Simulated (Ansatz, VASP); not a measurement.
# Cross-check of TiTe2 between VASP and Ansatz

Wanted: the spread between two codes on one cell, functional and k mesh. The cell is taken from a series of runs on this material, whose earlier steps may have relaxed, scaled, displaced or heated it; both programs get it as it stands.

Main program and level: Ansatz 0.2.0; plane waves, with VASP 6.6.1 beside it; zone-centre phonons at PBE with D3(BJ).

## 1. Starting point

It takes space group P-3m1 (No. 164, trigonal). The conventional cell has a = 3.697 Å, b = 3.697 Å, c = 6.385 Å, α = 90.00°, β = 90.00°, γ = 120.00°. Nearest to Ti lie 6 Te at 2.75 Å. Nearest to Te lie 3 Ti at 2.75 Å. Farther neighbours and most contacts between anions are not listed.

## 2. VASP: zone-centre phonons, PBE with D3(BJ)

Second derivatives magnify differences that forces hide, and they need a tight electronic threshold.

Lines of VASP's logs that name or quote its potential files are left out, and so is its time.

File INCAR:

```
SYSTEM = TiTe2
PREC = Accurate
ENCUT = 500
EDIFF = 1E-08
NELM = 120
ISMEAR = 1
SIGMA = 0.2
LREAL = .FALSE.
ALGO = Normal
GGA = PE
IVDW = 12
NBANDS = 18
LASPH = .TRUE.
LORBIT = 11
LWAVE = .FALSE.
LCHARG = .FALSE.
ISIF = 2
IBRION = 6
NFREE = 2
POTIM = 0.015
NSW = 1
GGA_COMPAT = .FALSE.
KPAR = 2
```

File POSCAR:

```
TiTe2
1.0
    3.6966448396      0.0000000000      0.0000000000
   -1.8483224198      3.2013883398      0.0000000000
    0.0000000000      0.0000000000      6.3853363143
Ti Te
1 2
Direct
    0.0000000000      0.0000000000      0.0000000000
    0.6666666667      0.3333333333      0.2710643552
    0.3333333333      0.6666666667      0.7289356448
```

File KPOINTS:

```
Automatic mesh
0
Gamma
15 15 8
0 0 0
```

Potentials, in the order of the species: Ti_sv and Te (PBE family, release 64).

The run is started by

```sh
$ mpirun -np 2 vasp_std
```

Numbers of over 12 decimals in the logs are rounded to 6 here.

The program printed:

```text
[banner, memory and clock lines left out]
running    2 mpi-ranks, on    1 nodes
 distrk:  each k-point on    1 cores,    2 groups
 distr:  one band on    1 cores,    1 groups

 POSCAR found type information on POSCAR TiTe
 POSCAR found :  2 types and       3 ions
 LDA part: xc-table for (Slater+PW92), standard interpolation
 POSCAR, INCAR and KPOINTS ok, starting setup
 FFT: planning ... GRIDC
 FFT: planning ... GRID_SOFT
 FFT: planning ... GRID
 WAVECAR not read
 entering main loop
       N       E                     dE             d eps       ncg     rms          rms(c)
DAV:   1     0.176269881823E+03    0.17627E+03   -0.10682E+04  6912   0.122E+03
DAV:   2    -0.169316965062E+01   -0.17796E+03   -0.17415E+03  7332   0.308E+02
DAV:   3    -0.175867759985E+02   -0.15894E+02   -0.15417E+02 10758   0.852E+01
DAV:   4    -0.181253242313E+02   -0.53855E+00   -0.53686E+00  8840   0.146E+01
DAV:   5    -0.181454985717E+02   -0.20174E-01   -0.20167E-01 10498   0.277E+00    0.124E+01
DAV:   6    -0.182146443957E+02   -0.69146E-01   -0.35505E+01  8114   0.384E+01    0.130E+01
DAV:   7    -0.163489850542E+02    0.18657E+01   -0.25998E+01  8878   0.312E+01    0.516E+00
DAV:   8    -0.161438132344E+02    0.20517E+00   -0.13450E+00  8132   0.840E+00    0.174E+00
DAV:   9    -0.161580781598E+02   -0.14265E-01   -0.16089E-01  9468   0.262E+00    0.138E+00
DAV:  10    -0.161478735176E+02    0.10205E-01   -0.18881E-01  8350   0.314E+00    0.764E-01
DAV:  11    -0.161454467950E+02    0.24267E-02   -0.28730E-02  8240   0.126E+00    0.356E-01
DAV:  12    -0.161452902509E+02    0.15654E-03   -0.37162E-03  8432   0.433E-01    0.217E-01
DAV:  13    -0.161451875058E+02    0.10275E-03   -0.46465E-04  8384   0.167E-01    0.373E-02
DAV:  14    -0.161451899998E+02   -0.24940E-05   -0.14345E-05  7950   0.307E-02    0.316E-02
DAV:  15    -0.161451863519E+02    0.36479E-05   -0.12369E-05  8584   0.278E-02    0.629E-03
DAV:  16    -0.161451861831E+02    0.16875E-06   -0.15142E-06  9440   0.681E-03    0.259E-03
DAV:  17    -0.161451862849E+02   -0.10172E-06   -0.69907E-08  8352   0.164E-03    0.141E-03
DAV:  18    -0.161451863634E+02   -0.78524E-07   -0.18782E-08  5646   0.761E-04    0.103E-03
DAV:  19    -0.161451863638E+02   -0.43110E-09   -0.78871E-09  4314   0.623E-04
   1 F= -.17712428E+02 E0= -.17712844E+02  d E =0.124789E-02
[... from here on, the cycles between the ionic steps are left out ...]
   2 F= -.17711833E+02 E0= -.17712245E+02  d E =0.123590E-02
   3 F= -.17711833E+02 E0= -.17712245E+02  d E =0.123590E-02
   4 F= -.17711096E+02 E0= -.17711509E+02  d E =0.124040E-02
   5 F= -.17711096E+02 E0= -.17711509E+02  d E =0.124041E-02
   6 F= -.17712005E+02 E0= -.17712420E+02  d E =0.124472E-02
   7 F= -.17712005E+02 E0= -.17712420E+02  d E =0.124473E-02
   8 F= -.17711647E+02 E0= -.17712074E+02  d E =0.128240E-02
 Finite differences progress:
  Degree of freedom:   4/  4
  Displacement:        1/  2
  Total:               7/  8
 bond charge predicted
       N       E                     dE             d eps       ncg     rms          rms(c)
DAV:   1    -0.161430627061E+02    0.12733E-02   -0.41584E-01  6974   0.275E+00    0.244E-01
DAV:   2    -0.161444912291E+02   -0.14285E-02   -0.18637E-02  8078   0.811E-01    0.214E-01
DAV:   3    -0.161441939428E+02    0.29729E-03   -0.32918E-03  8914   0.391E-01    0.979E-02
DAV:   4    -0.161441692154E+02    0.24727E-04   -0.23841E-04  8166   0.985E-02    0.802E-02
DAV:   5    -0.161441747987E+02   -0.55834E-05   -0.45567E-05  7752   0.519E-02    0.131E-02
DAV:   6    -0.161441748467E+02   -0.47948E-07   -0.49284E-06  8080   0.144E-02    0.531E-03
DAV:   7    -0.161441753519E+02   -0.50521E-06   -0.42570E-07  8852   0.410E-03    0.359E-03
DAV:   8    -0.161441755913E+02   -0.23938E-06   -0.89036E-08  8054   0.174E-03    0.151E-03
DAV:   9    -0.161441756017E+02   -0.10426E-07   -0.67574E-09  4380   0.540E-04    0.375E-04
DAV:  10    -0.161441756227E+02   -0.21018E-07   -0.15502E-09  4178   0.322E-04    0.903E-05
DAV:  11    -0.161441756206E+02    0.21023E-08   -0.26346E-10  4108   0.146E-04
   9 F= -.17711343E+02 E0= -.17711748E+02  d E =0.121471E-02
 Finite differences progress:
  Degree of freedom:   4/  4
  Displacement:        2/  2
  Total:               8/  8
```

OUTCAR, selected parts (step 2):

```text
ion  position               nearest neighbor table
   1  0.000  0.000  0.000-   2 2.75   3 2.75   3 2.75   2 2.75   2 2.75   3 2.75
   2  0.667  0.333  0.271-   1 2.75   1 2.75   1 2.75   3 3.62   3 3.62   3 3.62
   3  0.333  0.667  0.729-   1 2.75   1 2.75   1 2.75   2 3.62   2 3.62   2 3.62

  LATTYP: Found a hexagonal cell.
 ALAT       =     3.6966448396
 C/A-ratio  =     1.7273329171

 Subroutine GETGRP returns: Found 12 space group operations
 (whereof 12 operations were pure point group operations)

The static configuration has the point symmetry D_3d.

 Found    192 irreducible k-points:

   k-points           NKPTS =    192   k-points in BZ     NKDIM =    192   number of bands    NBANDS=     18

   dimension x,y,z NGX =    28 NGY =   28 NGZ =   48
   dimension x,y,z NGXF=    56 NGYF=   56 NGZF=   96

   ENCUT  =  500.0 eV  36.75 Ry    6.06 a.u.   6.74  6.74 11.64*2*pi/ulx,y,z

   NELECT =      24.0000    total number of electrons

 k-points in reciprocal lattice and weights: Automatic mesh
   0.00000000  0.00000000  0.00000000       0.001
   0.06666667  0.00000000  0.00000000       0.003
   0.13333333 -0.00000000  0.00000000       0.003
   0.20000000  0.00000000  0.00000000       0.003
   0.26666667 -0.00000000  0.00000000       0.003
   0.33333333 -0.00000000  0.00000000       0.003
   0.40000000  0.00000000  0.00000000       0.003
   0.46666667  0.00000000  0.00000000       0.003
   0.06666667  0.06666667  0.00000000       0.003
[...]
0.33333333  0.26666667  0.50000000       0.007
   0.33333333  0.33333333  0.50000000       0.001

 Edisp (eV)   -1.56731

 average (electrostatic) potential at core
       1 -73.8462       2 -86.6810       3 -86.6768

 E-fermi :   7.6102

 k-point     1 :       0.0000    0.0000    0.0000
  band No.  band energies     occupation
    ...
      5      -5.1750      2.00000
      6      -3.4833      2.00000
      7       1.9807      2.00000
      8       5.9619      2.00000
      9       5.9619      2.00000
     10       7.8407     -0.06914
     11       8.0287     -0.01174
     12       8.0287     -0.01174
     13       8.2917     -0.00002
     14       8.8654     -0.00000
    ...

 k-point     2 :       0.0667    0.0000    0.0000
  band No.  band energies     occupation
    ...
      5      -5.1211      2.00000
      6      -3.4541      2.00000
      7       2.0453      2.00000
      8       5.8206      2.00000
      9       5.9689      2.00000
     10       7.6781      0.46085
     11       7.8728     -0.06880
     12       7.8890     -0.06398
     13       8.2448     -0.00007
     14       8.7551     -0.00000
    ...

 k-point     3 :       0.1333   -0.0000    0.0000
  band No.  band energies     occupation
    ...
      7       2.2363      2.00000
      8       5.4489      2.00000
      9       5.9844      2.00000
     10       6.8656      2.00000
     11       7.5478      1.50090
     12       7.8325     -0.06630
     13       7.9859     -0.02321
     14       8.6883     -0.00000
     15       8.9874     -0.00000
     16      10.4507     -0.00000
    ...

 Edisp (eV)   -1.56717

  Total       0.08625     0.08625     0.17611     0.00000     0.00000     0.00000
  in kB       1.82862     1.82862     3.73394     0.00000     0.00000     0.00000
  external pressure =        2.46 kB  Pullay stress =        0.00 kB

  energy-cutoff  :      500.00
  volume of cell :       75.57
      direct lattice vectors                 reciprocal lattice vectors
     3.696644840  0.000000000  0.000000000     0.270515574  0.156182239  0.000000000
    -1.848322420  3.201388340  0.000000000     0.000000000  0.312364479  0.000000000
     0.000000000  0.000000000  6.385336314     0.000000000  0.000000000  0.156608822

 POSITION                                       TOTAL-FORCE (eV/Angst)
 -----------------------------------------------------------------------------------
      0.00000      0.00000      0.00000         0.000000     -0.000000     -0.089546
      1.84832      1.06713      1.71584         0.000000      0.000000      0.135412
     -0.00000      2.13426      4.65450        -0.000000      0.000000     -0.045866
 -----------------------------------------------------------------------------------
    total drift:                               -0.000000      0.000000      0.000038

  FREE ENERGIE OF THE ION-ELECTRON SYSTEM (eV)
  ---------------------------------------------------
  free  energy   TOTEN  =       -17.7113427081 eV

  energy  without entropy=      -17.7125574205  energy(sigma->0) =      -17.71174761

 Eigenvectors and eigenvalues of the dynamical matrix
 ----------------------------------------------------

   1 f  =    8.471597 THz    53.228614 2PiTHz  282.582060 cm-1    35.035694 meV
             X         Y         Z           dx          dy          dz
      0.000000  0.000000  0.000000    -0.000000   -0.000000    0.917589
      1.848322  1.067129  1.730837    -0.000000   -0.000000   -0.281096
     -0.000000  2.134259  4.654499     0.000000    0.000000   -0.281096

   2 f  =    5.657885 THz    35.549542 2PiTHz  188.726743 cm-1    23.399123 meV
             X         Y         Z           dx          dy          dz
      0.000000  0.000000  0.000000     0.917674    0.000003   -0.000000
      1.848322  1.067129  1.730837    -0.280958   -0.000001    0.000000
     -0.000000  2.134259  4.654499    -0.280958   -0.000001   -0.000000

   3 f  =    5.657885 THz    35.549542 2PiTHz  188.726743 cm-1    23.399123 meV
             X         Y         Z           dx          dy          dz
      0.000000  0.000000  0.000000     0.000003   -0.917674    0.000000
      1.848322  1.067129  1.730837    -0.000001    0.280958    0.000000
     -0.000000  2.134259  4.654499    -0.000001    0.280958    0.000000

   4 f  =    4.513747 THz    28.360711 2PiTHz  150.562403 cm-1    18.667350 meV
             X         Y         Z           dx          dy          dz
      0.000000  0.000000  0.000000     0.000000    0.000000   -0.000000
      1.848322  1.067129  1.730837    -0.000000   -0.000000   -0.707107
     -0.000000  2.134259  4.654499     0.000000    0.000000    0.707107

   5 f  =    3.055895 THz    19.200757 2PiTHz  101.933700 cm-1    12.638162 meV
             X         Y         Z           dx          dy          dz
      0.000000  0.000000  0.000000    -0.000000   -0.000000   -0.000000
      1.848322  1.067129  1.730837    -0.707107   -0.000007   -0.000000
     -0.000000  2.134259  4.654499     0.707107    0.000007   -0.000000

   6 f  =    3.055895 THz    19.200757 2PiTHz  101.933700 cm-1    12.638162 meV
             X         Y         Z           dx          dy          dz
      0.000000  0.000000  0.000000    -0.000000    0.000000   -0.000000
      1.848322  1.067129  1.730837    -0.000007    0.707107   -0.000000
     -0.000000  2.134259  4.654499     0.000007   -0.707107    0.000000

   7 f/i=    0.000606 THz     0.003805 2PiTHz    0.020202 cm-1     0.002505 meV
             X         Y         Z           dx          dy          dz
      0.000000  0.000000  0.000000     0.000000   -0.000000   -0.397530
      1.848322  1.067129  1.730837     0.000000   -0.000000   -0.648833
     -0.000000  2.134259  4.654499     0.000000   -0.000000   -0.648833

   8 f/i=    0.000804 THz     0.005054 2PiTHz    0.026831 cm-1     0.003327 meV
             X         Y         Z           dx          dy          dz
      0.000000  0.000000  0.000000    -0.179634    0.354410   -0.000000
      1.848322  1.067129  1.730837    -0.293363    0.578793   -0.000000
     -0.000000  2.134259  4.654499    -0.293363    0.578793   -0.000000

   9 f/i=    0.000804 THz     0.005054 2PiTHz    0.026831 cm-1     0.003327 meV
             X         Y         Z           dx          dy          dz
      0.000000  0.000000  0.000000    -0.354410   -0.179634   -0.000000
      1.848322  1.067129  1.730837    -0.578793   -0.293363   -0.000000
     -0.000000  2.134259  4.654499    -0.578793   -0.293363   -0.000000

 ELASTIC MODULI CONTR FROM IONIC RELAXATION (kBar)
 Direction    XX          YY          ZZ          XY          YZ          ZX
 --------------------------------------------------------------------------------
 XX        -206.9165   -132.0131   -322.1932      0.0000   -120.1117      0.0000
 YY        -132.0131   -206.9165   -322.1932     -0.0000    120.1117     -0.0000
 ZZ        -322.1932   -322.1932   -612.5667      0.0000      0.0000      0.0000
 XY           0.0000     -0.0000      0.0000    -37.4517      0.0000   -120.1116
 YZ        -120.1117    120.1117      0.0000      0.0000   -385.2117      0.0000
 ZX           0.0000     -0.0000      0.0000   -120.1116      0.0000   -385.2106
 --------------------------------------------------------------------------------

 total charge
# of ion       s       p       d       tot
------------------------------------------
    1        2.169   6.128   1.910  10.207
    2        1.385   2.002   0.045   3.431
    3        1.385   2.002   0.045   3.431
--------------------------------------------------
tot          4.939  10.132   1.999  17.070

[... 3 further parts left out ...]
```

CONTCAR:

```
TiTe2
   1.00000000000000
     3.6966448395999998    0.0000000000000000    0.0000000000000000
    -1.8483224197999999    3.2013883397999998    0.0000000000000000
     0.0000000000000000    0.0000000000000000    6.3853363142999999
  Ti              Te
     1     2
Direct
     0.0000000000000000    0.0000000000000000    0.0000000000000000
     0.6666666667000030    0.3333333332999970    0.2687152228659004
     0.3333333332999970    0.6666666667000030    0.7289356448000035
```

This run has no spin polarisation, so a moment on Ti, if there is one, isn't seen.

Levels, forces or a CONTCAR printed for this step are those of its last displaced cell, not of the structure at rest.

[end of part 1 of 2]

[Lines on the potential files, build, host, timing and source positions are cut from VASP's logs without a mark.]

[Logs are printed without paths, hosts, clocks, repeated set-up lines and the standing remarks that a program may print on its own settings, such as how far it seeks lower states.]

[Hosts, paths, dates, database ids (printed as entryN), source tags and the programs' standing remarks are cut or masked in the printed files.]
